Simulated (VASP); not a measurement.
Energy against volume of ZnSe (zinc blende). Level of theory: revTPSS meta-GGA, VASP's PBE PAW potentials (set 64) (plane waves; VASP). Run with 520 eV cut-off, 8×8×8 Γ-centred mesh, Gaussian smearing of 0.050 eV, potentials Zn Se.

| V (Å³/atom) | E (eV/atom) |
|---|---|
| 21.286 | 3.30494 |
| 21.965 | 3.28824 |
| 22.645 | 3.28085 |
| 23.324 | 3.28172 |

### Question
Fit these four points and predict the energy of the run at 24.003 Å³/atom.

### Answer
A cubic in V^(−2/3), the third-order Birch-Murnaghan form, passes through the four points with V0 = 22.91 Å³/atom and B0 = 63 GPa, and gives 3.2899 eV/atom there. The run gave 3.2893 eV/atom, -0.6 meV/atom from the fit; all five points give B0 = 60 GPa.

The compound is ZnSe in the zinc blende structure. It was relaxed first.
